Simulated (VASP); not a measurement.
Input:

```xyz
71
Lattice="4.8683 -8.4322 0.0000 4.8683 8.4322 0.0000 0.0000 0.0000 10.5563" Properties=species:S:1:pos:R:3 pbc="T T T"
Ga     1.6224    -0.9442     2.6396
Ga     1.6199     0.9373     0.0053
Ga     1.6249    -0.9344     7.9093
Ga     1.6341     0.9548     5.2632
Ga     3.2291     1.8814     2.6241
Ga     3.2435     3.7489     0.0055
Ga     3.2565     1.8659     7.9436
Ga     3.2332     3.7258     5.2661
Ga     4.8717     4.6856     2.6411
Ga     4.8662     6.5588    10.5522
Ga     4.8660     4.6813     7.9091
Ga     4.8619     6.5609     5.2811
Ga     3.2396    -3.7468     2.6424
Ga     3.2423    -1.8741    10.5518
Ga     3.2438    -3.7470     7.9182
Ga     3.2614    -1.8811     5.2811
Ga     4.8648    -0.9605     2.6507
Ga     4.8648     0.9371     0.0104
Ga     4.8672    -0.9163     7.9243
Ga     6.5074     1.8864     2.6514
Ga     6.4882     3.7496    10.5520
Ga     6.4719     1.8638     7.9249
Ga     6.5034     3.7361     5.2818
Ga     4.8541    -6.5543     2.6395
Ga     4.8677    -4.6851    10.5522
Ga     4.8657    -6.5565     7.9098
Ga     4.8605    -4.6810     5.2763
Ga     6.4786    -3.7414     2.6403
Ga     6.4930    -1.8753    10.5523
Ga     6.4866    -3.7475     7.9106
Ga     6.4788    -1.8786     5.2749
Ga     8.1101    -0.9364     2.6428
Ga     8.1145     0.9347    10.5524
Ga     8.1097    -0.9354     7.9120
Ga     8.1108     0.9477     5.2748
N      1.6336    -0.9236     4.6276
N      1.6175     0.9392     2.0063
N      1.6186    -0.9285     9.9001
N      1.6341     0.9461     7.2491
N      3.2392     3.7477     2.0066
N      3.2369     1.8776     9.9336
N      3.2416     3.7320     7.2510
N      4.8597     4.6659     4.6292
N      4.8659     6.5576     1.9865
N      4.8579     4.6830     9.9000
N      4.8679     6.5581     7.2633
N      3.2402    -3.7465     4.6254
N      3.2348    -1.8772     1.9758
N      3.2449    -3.7485     9.9003
N      3.2452    -1.8737     7.2702
N      4.8596    -1.0022     4.6029
N      4.8549     0.9422     2.0285
N      4.8674    -0.9366     9.9197
N      4.8528     0.9454     7.3197
N      6.5420     1.9116     4.6031
N      6.4858     3.7559     1.9761
N      6.4884     1.8729     9.9201
N      6.4898     3.7473     7.2710
N      4.8899    -6.5529     4.6235
N      4.8622    -4.6833     1.9828
N      4.8728    -6.5607     9.8992
N      4.8651    -4.6837     7.2624
N      6.4961    -3.7713     4.6241
N      6.4939    -1.8757     1.9783
N      6.4945    -3.7519     9.9001
N      6.4868    -1.8755     7.2661
N      8.1113    -0.9369     4.6291
N      8.1146     0.9328     1.9778
N      8.1127    -0.9373     9.8967
N      8.1120     0.9402     7.2660
Mg     4.9067     0.9132     5.2784
```
Cell charge +1.

Computed with PBE GGA, VASP's PBE PAW potentials (set 64) (plane waves; VASP). Numerical set-up: PREC = Normal, LREAL = Auto, ISYM = 0, NELECT = 281.0, 400 eV cut-off, 1×1×1 Γ-centred mesh, Gaussian smearing of 0.050 eV, potentials Ga N Mg. Starting moments (MAGMOM): 71*0.0141. The cell's moment is fixed (NUPDOWN = 1).

At this cut-off the stress carries a Pulay error, which pulls relaxed volumes low. The cell is charged, with a uniform compensating background.  The supercell is sampled at Γ alone, which is coarse: total energies, pressure and levels can be off, energies of defects by several tenths of an eV.

Question: Estimate the cell moment, energy per atom (σ→0), pressure.

Answer: 
The cell moment comes out as 1.00 μB and the energy per atom (σ→0) is -5.987 eV/atom. The pressure is -3.58 GPa.

The cell is a supercell with a defect, built from GaN (wurtzite): Mg_Ga-vac_N, charge +1.
